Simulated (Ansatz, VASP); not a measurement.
# Two plane-wave programs on AlCl

```
Al Cl
1.0
     3.30259    0.00000    0.00000
     0.00000    3.90624    0.00000
     0.00000    0.00000    8.59245
Al Cl
2 2
Direct
  0.00000 0.00000 0.43034
  0.50000 0.50000 0.56966
  0.00000 0.00000 0.18664
  0.50000 0.50000 0.81336
```

Alike in both runs: functional PBE; k mesh 4 × 4 × 4; occupations gaussian, width 0.1 eV; no spin polarisation.

Ansatz relaxed the structure, and its values are those at the end. VASP's run is a single point on that final structure, the one shown.

```csv
,VASP,Ansatz
version,VASP 6.6.1,Ansatz 0.2.0
potentials or method,"VASP PAW PBE potentials, release 64 (Al, Cl)","scalar-relativistic, plane waves, PAW"
plane-wave cutoff (eV),520,420
valence electrons in the cell,20,20
```

```tsv
	VASP	Ansatz	Ansatz less VASP
gap on the k mesh at the Fermi level (eV)	none	none	-
pressure (GPa)	0.0	0.1	+0.12
rms of the force components (eV/Å)	0.017	0.006	-0.0109
```

A gap of «none» marks a metal or a gap that the smearing closes.

Caveats: the k mesh is coarse (spacing up to 0.48 Å⁻¹), so the values aren't converged; this functional lacks dispersion, which binds the layers, so the pressure and a relaxed spacing across them are unreliable.
